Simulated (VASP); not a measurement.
Here is the system:

```yaml
crystal:
  lattice:
    - [0.00000, 2.30036, 2.30036]
    - [2.30036, 0.00000, 2.30036]
    - [2.30036, 2.30036, 0.00000]
  atoms:
    - { symbol: Zr, position: [0.00000, 0.00000, 0.00000] }
    - { symbol: C, position: [0.50000, 0.50000, 0.50000] }
```

Method: rev-vdW-DF2, VASP's PBE PAW potentials (set 64) (plane waves; VASP). Settings: 520 eV cut-off, 13×13×13 Γ-centred mesh, first-order Methfessel-Paxton smearing of 0.10 eV, potentials Zr_sv C.

Task: What does the run give for the energy per atom (σ→0), pressure, band gap (on the k-mesh) with the smallest direct gap where there is one?

Result: 
```json
{
  "band gap (on the k-mesh)": "none (metal, semimetal or under 0.01 eV)",
  "energy per atom (σ→0)": "-8.193 eV/atom",
  "pressure": "15.96 GPa"
}
```

The absolute energy has meaning only against runs of the same code, potentials and settings.

The compound is ZrC in the rock salt structure. This cell is one point of a volume scan, at 0.94 of the reference volume.
